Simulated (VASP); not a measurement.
Given:

```
AuCu
1.0
    2.80000     0.00000     0.00000
    0.00000     2.80000     0.00000
    0.00000     0.00000     3.67000
Cu Au
1 1
Direct
  0.00000   0.00000   0.00000
  0.50000   0.50000   0.50000
```

Level of theory: r2SCAN meta-GGA, VASP's PBE PAW potentials (set 64) (plane waves; VASP). Settings: 520 eV cut-off, 12×12×9 Γ-centred mesh, first-order Methfessel-Paxton smearing of 0.10 eV, potentials Cu Au.

Problem. The ions, cell shape and volume are relaxed. Predict the relaxed structure.

Solution. 
```
AuCu
1.0
    2.87199     0.00000     0.00000
    0.00000     2.87199     0.00000
    0.00000     0.00000     3.53074
Cu Au
1 1
Direct
  0.00000   0.00000   0.00000
  0.50000   0.50000   0.50000
```
Space group P4/mmm (123), at a tolerance of 0.03 Å.

Problem. How do energy and volume change from the first to the last step?

Solution. The energy (σ→0) changes by -4.7 meV/atom and the volume by +1.2 %, in 7 ionic steps.

The compound is CuAu in the L1_0 structure. This run relaxes it. Symmetry was kept, so distortions that lower it aren't found.
